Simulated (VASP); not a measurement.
Output of a VASP run:

OSZICAR:
```
       N       E                     dE             d eps       ncg     rms          rms(c)
DAV:   1     0.108203181965E+03    0.10820E+03   -0.82578E+03   781   0.156E+03
DAV:   2    -0.474464243444E+01   -0.11295E+03   -0.10391E+03   813   0.367E+02
DAV:   3    -0.101286963474E+02   -0.53841E+01   -0.53720E+01   872   0.829E+01
DAV:   4    -0.101732174836E+02   -0.44521E-01   -0.44515E-01   848   0.812E+00
DAV:   5    -0.101736345474E+02   -0.41706E-03   -0.41705E-03   887   0.811E-01    0.509E+00
DAV:   6    -0.937552420203E+01    0.79811E+00   -0.33781E+00   907   0.198E+01    0.176E+00
DAV:   7    -0.934762087117E+01    0.27903E-01   -0.35541E-02   794   0.249E+00    0.956E-01
DAV:   8    -0.933252998767E+01    0.15091E-01   -0.19056E-02   845   0.369E+00    0.108E-01
DAV:   9    -0.933267486690E+01   -0.14488E-03   -0.17760E-03   878   0.458E-01    0.761E-02
DAV:  10    -0.933260795882E+01    0.66908E-04   -0.32409E-04   824   0.232E-01    0.654E-03
DAV:  11    -0.933260819102E+01   -0.23220E-06   -0.14105E-05   890   0.807E-02    0.299E-03
DAV:  12    -0.933260807488E+01    0.11614E-06   -0.33677E-07   454   0.136E-02
   1 F= -.93326081E+01 E0= -.93326081E+01  d E =-.933261E+01
```

File OUTCAR:
```
------------------------ aborting loop because EDIFF is reached ----------------------------------------
  FORCE on cell =-STRESS in cart. coord.  units (eV):
  Direction    XX          YY          ZZ          XY          YZ          ZX
  --------------------------------------------------------------------------------------
  Total       -0.0150900     -0.0150900     -0.0150900      0.0000000      0.0000000     -0.0000000
  in kB       -1.0581087     -1.0581087     -1.0581087      0.0000000      0.0000000     -0.0000000
  external PRESSURE =      -1.0581087 kB  Pullay stress =       0.0000000 kB
  volume of cell :       22.85
      direct lattice vectors                 reciprocal lattice vectors
     0.000000000  2.252232640  2.252232640    -0.222001933  0.222001933  0.222001933
     2.252232640  0.000000000  2.252232640     0.222001933 -0.222001933  0.222001933
     2.252232640  2.252232640  0.000000000     0.222001933  0.222001933 -0.222001933
  FREE ENERGIE OF THE ION-ELECTRON SYSTEM (eV)
  ---------------------------------------------------
  free  energy   TOTEN  =        -9.3326080749 eV

  energy  without entropy=       -9.3326080749  energy(sigma->0) =       -9.33260807

 reached required accuracy - stopping structural energy minimisation
```
(Selected blocks of OUTCAR.)

### POSCAR
```
NaF
1
   -0.0000000000     2.2522326405     2.2522326405
    2.2522326405     0.0000000000     2.2522326405
    2.2522326405     2.2522326405    -0.0000000000
Na F
1 1
Direct
  0.0000000000   0.0000000000   0.0000000000
  0.5000000000   0.5000000000   0.5000000000
```

Question: Reconstruct the remaining input files.

Answer: Several could match; the one computed here: the input of the run itself, LDA (Ceperley-Alder, Perdew-Zunger), plane waves, VASP's LDA PAW potentials (set 64).

File KPOINTS:
```
Automatic mesh
0
Gamma
9 9 9
0 0 0
```

**INCAR**
```
SYSTEM = NaF
EDIFFG = -0.01   ! ionic stop
LREAL = .FALSE.   ! projection in real space or not
LCHARG = .FALSE.
SIGMA = 0.05   ! width (eV)
PREC = Accurate
ISMEAR = 0   ! Gaussian
NSW = 60   ! most ionic steps
LASPH = .TRUE.   ! aspherical one-centre terms
EDIFF = 1E-6   ! SCF stop (eV)
ISIF = 3   ! ions, shape and volume
IBRION = 2   ! conjugate gradients
ALGO = Normal
ENCUT = 520
NELM = 100   ! most electronic steps
LWAVE = .FALSE.
```

POTCAR, in this order: Na_pv F (LDA.64 set). Program: vasp_std.

The compound is NaF in the rock salt structure. It was relaxed first, which changed the volume by -8 %. The start is the result of an earlier pass.
